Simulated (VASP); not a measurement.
# TaAs: the relaxed cell at several levels of theory, part 3 of 3

Which functional gives which lattice for TaAs? The starting structure is a computed structure from the Materials Project. The first relaxation on each setting starts from this cell expanded by 3 % in volume.

VASP 6.6.1.

Results so far: PBEsol 17.10 Å³ an atom; LDA 16.80 Å³ an atom; PBE 17.65 Å³ an atom; PBEsol + D3(BJ) 16.59 Å³ an atom; r2SCAN 17.41 Å³ an atom; r2SCAN + rVV10 17.32 Å³ an atom.

**8. Relaxation with rev-vdW-DF2 (continued)**

Level of this step: rev-vdW-DF2; plane waves and PAW (Ta_pv, As) (VASP).

Parts of OUTCAR (step 8):

```text
  Total        0.0102874      0.0102874      0.0072396      0.0000000      0.0000000      0.0000000
  in kB        0.2359049      0.2359049      0.1660146      0.0000000      0.0000000      0.0000000
  external PRESSURE =       0.2126081 kB  Pullay stress =       0.0000000 kB

 POSITION                                       TOTAL-FORCE (eV/Angst)
 -----------------------------------------------------------------------------------
      0.00000     -3.45284     -5.85760        -0.000000      0.000000     -0.002868
      0.00000     -1.72642     -2.92740        -0.000000      0.000000     -0.002868
     -1.72642     -1.72642     -4.89506         0.000000     -0.000000      0.002868
     -1.72642     -3.45284     -1.96486         0.000000     -0.000000      0.002868
 -----------------------------------------------------------------------------------
    total drift:                                0.000004     -0.000004     -0.000059

  FREE ENERGIE OF THE ION-ELECTRON SYSTEM (eV)
  ---------------------------------------------------
  free  energy   TOTEN  =       -28.0115208612 eV

  energy  without entropy=      -28.0114698381  energy(sigma->0) =      -28.01149535

[... 2 parts as in an earlier step ...]

[... 2 further parts left out ...]
[key lines of the parts left out:]
E-fermi :   6.8076
```

With rev-vdW-DF2 the relaxed cell holds 17.467 Å³ an atom, +0.41 % against the starting cell, with a = 3.453 Å and c = 11.721 Å. That is +2.15 % from PBEsol.

**9. Relaxation with PBE + D3(BJ)**

This run starts from the cell of an earlier relaxation, which isn't shown; the restart sets up the plane waves anew.

The input, INCAR:

```
SYSTEM = TaAs
PREC = Accurate
ENCUT = 450
EDIFF = 1E-06
NELM = 100
ISMEAR = 0
SIGMA = 0.03
LREAL = .FALSE.
ALGO = Normal
GGA = PE
IVDW = 12
NBANDS = 22
LASPH = .TRUE.
LORBIT = 11
LWAVE = .FALSE.
LCHARG = .FALSE.
KPAR = 8
IBRION = 2
NSW = 50
ISIF = 3
EDIFFG = -0.006
```

The input, POSCAR:

```
TaAs
1.0
    0.0000000000     -3.4312745611      0.0000000000
   -3.4312745611      0.0000000000      0.0000000000
    1.7156372805     -1.7156372805     -5.8115934405
Ta As
2 2
Direct
    0.5003185968      0.4996814032      0.9993628063
    0.2503185968      0.2496814032      0.4993628063
    0.0822808232      0.9177191768      0.8354383537
    0.8322808232      0.6677191768      0.3354383537
```

The input, KPOINTS:

```
Automatic mesh
0
Gamma
6 6 6
0 0 0
```

PAW data sets: Ta_pv and As (PBE family, release 64).

Started as:

```
> mpirun -np 8 vasp_std
```

The log of the run:

```text
[... set-up lines as in an earlier step ...]
 entering main loop
       N       E                     dE             d eps       ncg     rms          rms(c)
DAV:   1     0.219747923160E+03    0.21975E+03   -0.15491E+04  1336   0.126E+03
DAV:   2    -0.272645377358E+02   -0.24701E+03   -0.23750E+03  1532   0.347E+02
DAV:   3    -0.366342667952E+02   -0.93697E+01   -0.91290E+01  1678   0.609E+01
DAV:   4    -0.367964920482E+02   -0.16223E+00   -0.16135E+00  1618   0.771E+00
[...]
DAV:  11    -0.350520609576E+02    0.25449E-05   -0.29650E-05  1746   0.283E-02    0.115E-02
DAV:  12    -0.350520570330E+02    0.39246E-05   -0.88077E-06  1650   0.209E-02    0.135E-03
DAV:  13    -0.350520570144E+02    0.18551E-07   -0.31940E-07   942   0.383E-03
   1 F= -.37500129E+02 E0= -.37500112E+02  d E =-.375001E+02
[...]
reached required accuracy - stopping structural energy minimisation
```

The job ended after 5.4 s (8 MPI ranks of Intel Xeon 6975P-C (Granite Rapids), shared host; peak memory 1.6 GiB; 33 s of CPU time).

OUTCAR, selected parts (step 9):

```text
 Edisp (eV)   -2.44807

  Total       0.00569     0.00569     0.00231    -0.00000    -0.00000     0.00000
  in kB       0.13312     0.13312     0.05402    -0.00000    -0.00000     0.00000
  external pressure =        0.11 kB  Pullay stress =        0.00 kB

 POSITION                                       TOTAL-FORCE (eV/Angst)
 -----------------------------------------------------------------------------------
     -0.00000     -3.43127     -5.80789        -0.000000      0.000000     -0.000268
     -0.00000     -1.71564     -2.90209        -0.000000      0.000000     -0.000268
     -1.71564     -1.71564     -4.85523         0.000000     -0.000000      0.000268
     -1.71564     -3.43127     -1.94943         0.000000     -0.000000      0.000268
 -----------------------------------------------------------------------------------
    total drift:                                0.000001     -0.000001      0.000213

  FREE ENERGIE OF THE ION-ELECTRON SYSTEM (eV)
  ---------------------------------------------------
  free  energy   TOTEN  =       -37.5001291665 eV

  energy  without entropy=      -37.5000949782  energy(sigma->0) =      -37.50011207

[... 2 parts as in an earlier step ...]

[... 2 further parts left out ...]
[key lines of the parts left out:]
E-fermi :   7.1028
```

With PBE + D3(BJ) the relaxed cell holds 17.106 Å³ an atom, -1.67 % against the starting cell, with a = 3.431 Å and c = 11.623 Å. That is +0.04 % from PBEsol.

**10. Comparison**

| level | volume (Å³/atom) | against the starting cell (%) | a (Å) | c (Å) | pressure left (GPa) | core minutes |
| --- | --- | --- | --- | --- | --- | --- |
| PBEsol | 17.1 | -1.71 | 3.4281 | 11.6403 | 0.02 | 4.69 |
| LDA | 16.798 | -3.44 | 3.407 | 11.5772 | 0.03 | 3.31 |
| PBE | 17.648 | 1.44 | 3.462 | 11.7792 | 0.04 | 2.61 |
| PBEsol + D3(BJ) | 16.589 | -4.64 | 3.3988 | 11.4883 | 0.0 | 4.37 |
| r2SCAN | 17.408 | 0.07 | 3.4422 | 11.7532 | 0.0 | 8.48 |
| r2SCAN + rVV10 | 17.317 | -0.46 | 3.438 | 11.7204 | 0.02 | 31.5 |
| rev-vdW-DF2 | 17.467 | 0.41 | 3.4528 | 11.7208 | 0.02 | 29.2 |
| PBE + D3(BJ) | 17.106 | -1.67 | 3.4313 | 11.6232 | 0.01 | 4.99 |

Core minutes are wall time times ranks, summed over the relaxations behind a row (those for a bulk modulus apart), on shared hosts.

**11. What came out**

```json
{
  "volume, PBEsol": "17.10 Å³/atom",
  "volume, LDA": "16.80 Å³/atom",
  "volume, PBE": "17.65 Å³/atom",
  "volume, PBEsol + D3(BJ)": "16.59 Å³/atom",
  "volume, r2SCAN": "17.41 Å³/atom",
  "volume, r2SCAN + rVV10": "17.32 Å³/atom",
  "volume, rev-vdW-DF2": "17.47 Å³/atom",
  "volume, PBE + D3(BJ)": "17.11 Å³/atom"
}
```

**Reading.** Across 8 levels the volume of TaAs spans 6.4 %, from 16.59 Å³ an atom (PBEsol + D3(BJ)) to 17.65 Å³ (PBE). Adding D3(BJ) to PBEsol changes the volume by -3.0 %. Adding rVV10 to r2SCAN changes the volume by -0.5 %. Adding D3(BJ) to PBE changes the volume by -3.1 %. Spin-orbit coupling is left out of all runs, which can matter with elements this heavy. All runs keep the symmetry of the start, so they can't find a distortion of lower symmetry. Further runs on this material are not shown.

[Lines on the potential files, build, host, timing and source positions are cut from VASP's logs without a mark.]

[Logs are printed without paths, hosts, clocks, repeated set-up lines and the standing remarks that a program may print on its own settings, such as how far it seeks lower states.]

[Hosts, paths, dates, database ids (printed as entryN), source tags and the programs' standing remarks are cut or masked in the printed files.]
